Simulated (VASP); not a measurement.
Given:

```
CELL_PARAMETERS angstrom
      0.00000     2.86985     2.86985
      2.86985     0.00000     2.86985
      2.86985     2.86985     0.00000
ATOMIC_POSITIONS crystal
  Zn 0.00000 0.00000 0.00000
  Se 0.25000 0.25000 0.25000
```

These are PBE GGA, VASP's PBE PAW potentials (set 64) (plane waves; VASP 6.6.1) values and carry that method's errors. Settings: 520 eV cut-off, 8×8×8 Γ-centred mesh, Gaussian smearing of 0.050 eV, potentials Zn Se.

Problem. Estimate the energy per atom (σ→0), band gap (on the k-mesh) with the smallest direct gap where there is one.

Solution. 
| Quantity | Value |
|---|---|
| band gap (on the k-mesh) | 1.14 eV |
| smallest direct gap (on the k-mesh) | 1.14 eV |
| energy per atom (σ→0) | -291.0 kJ/mol of atoms |

The absolute energy has meaning only against runs of the same code, potentials and settings.

The compound is ZnSe in the zinc blende structure. It was relaxed first.
